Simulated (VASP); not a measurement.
Input:

```
CELL_PARAMETERS angstrom
      3.25000     0.00000     0.00000
      0.00000     3.25000     0.00000
      0.00000     0.00000     3.25000
ATOMIC_POSITIONS crystal
  In 0.50000 0.50000 0.50000
  Pd 0.00000 0.00000 0.00000
```

Level of theory: PBE GGA, VASP's PBE PAW potentials (set 64) (plane waves; VASP). Numerical set-up: 520 eV cut-off, 10×10×10 Γ-centred mesh, first-order Methfessel-Paxton smearing of 0.10 eV, potentials In_d Pd.

Energy and stress use the plane-wave basis of the starting cell.

Q: The ions, cell shape and volume are relaxed. Give the cell that the relaxation ends in.

A: 
```
CELL_PARAMETERS angstrom
      3.30892     0.00000     0.00000
      0.00000     3.30892     0.00000
      0.00000     0.00000     3.30892
ATOMIC_POSITIONS crystal
  In 0.50000 0.50000 0.50000
  Pd 0.00000 0.00000 0.00000
```
Space group Pm-3m (221), at a tolerance of 0.03 Å.

Q: How do energy and volume change from the first to the last step?

A: The energy (σ→0) changes by -18.8 meV/atom and the volume by +5.5 %, in 3 ionic steps.

The compound is PdIn in the CsCl type structure. This run relaxes it. Symmetry was kept, so distortions that lower it aren't found. The electron count is odd and the run is not spin-polarised, which forces a metal.
